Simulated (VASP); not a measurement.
Here is the system:

```xyz
2
Lattice="2.6685 0.0000 0.0000 0.0000 2.6685 0.0000 0.0000 0.0000 3.3718" Properties=species:S:1:pos:R:3 pbc="T T T"
Cu     0.0000     0.0000     0.0000
Au     1.3343     1.3343     1.6859
```

All values below come from PBEsol GGA, VASP's PBE PAW potentials (set 64) (plane waves; VASP). Settings: 500 eV cut-off, 14×14×11 Γ-centred mesh, first-order Methfessel-Paxton smearing of 0.10 eV, potentials Cu Au.

The ions, cell shape and volume at an external pressure of 45.0 GPa are relaxed. Which structure does the run end with?

```xyz
2
Lattice="2.7062 0.0000 0.0000 0.0000 2.7062 0.0000 0.0000 0.0000 3.2803" Properties=species:S:1:pos:R:3 pbc="T T T"
Cu     0.0000     0.0000     0.0000
Au     1.3531     1.3531     1.6401
```
Space group P4/mmm (123), at a tolerance of 0.03 Å.

How do energy and volume change from the first to the last step?

The energy (σ→0) changes by -3.1 meV/atom and the volume by +0.1 %, in 9 ionic steps.

The compound is CuAu in the L1_0 structure. This run relaxes it under an external pressure of 45 GPa. Symmetry was kept, so distortions that lower it aren't found.
